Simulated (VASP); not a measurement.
# Zr: relaxation of cell and atoms with r2SCAN

Zr:

```
CELL_PARAMETERS angstrom
3.24473 0.00000 0.00000
-1.62237 2.81002 0.00000
0.00000 0.00000 5.15216
ATOMIC_POSITIONS crystal
Zr 0.33333 0.66667 0.25000
Zr 0.66667 0.33333 0.75000
```

* Program: VASP 6.6.1
* Task: relaxation of cell and atoms
* Functional: r2SCAN
* Potentials or basis: VASP PAW PBE potentials, release 64 (Zr_sv)
* Cutoff: 600 eV
* k mesh: 15 × 15 × 7
* Occupations: methfessel-paxton, width 0.1 eV
* Spin: no spin polarisation
* Further INCAR settings: ALGO = Normal; EDIFF = 1e-07; IBRION = 2; EDIFFG = -0.005; NSW = 90; ISIF = 3

```yaml
Relaxed_volume: 23.49 Å³/atom
Relaxed_cell: a = 3.246 Å, b = 3.246 Å, c = 5.150 Å, α = 90.00°, β = 90.00°, γ = 120.00°
Space_group_after_relaxing_to_0.05_Å: P6_3/mmc (No. 194)
Energy_gained_by_relaxing: 0.0 meV/atom
Ionic_steps: 2
Pressure_after_relaxing: 0.0 GPa
Band_gap_on_the_k_mesh: none (metal or under the smearing width)
```

Final structure:
```cif
data_structure
_symmetry_space_group_name_H-M 'P 1'
_symmetry_Int_Tables_number 1
_cell_length_a 3.2456
_cell_length_b 3.2456
_cell_length_c 5.1503
_cell_angle_alpha 90.000
_cell_angle_beta 90.000
_cell_angle_gamma 120.000
_cell_volume 46.98
loop_
_atom_site_label
_atom_site_type_symbol
_atom_site_fract_x
_atom_site_fract_y
_atom_site_fract_z
_atom_site_occupancy
Zr1 Zr 0.33333 0.66667 0.25000 1
Zr2 Zr 0.66667 0.33333 0.75000 1
```

Levels at points of the mesh, in eV from the Fermi level:
```tsv
k point	band 8	band 9	band 10	band 11	band 12	band 13	band 14	band 15	band 16
(0.00, 0.00, 0.00)	-27.39	-6.00	-3.18	0.96	0.96	1.02	1.16	1.71	1.71
```

It took 9 min on 1 thread of Intel(R) Xeon(R) Platinum 8559C (Emerald Rapids), on a shared host, peak memory 0.24 GiB.

Caveat: the PAW data sets were made with another functional, which shifts forces and pressure a little.
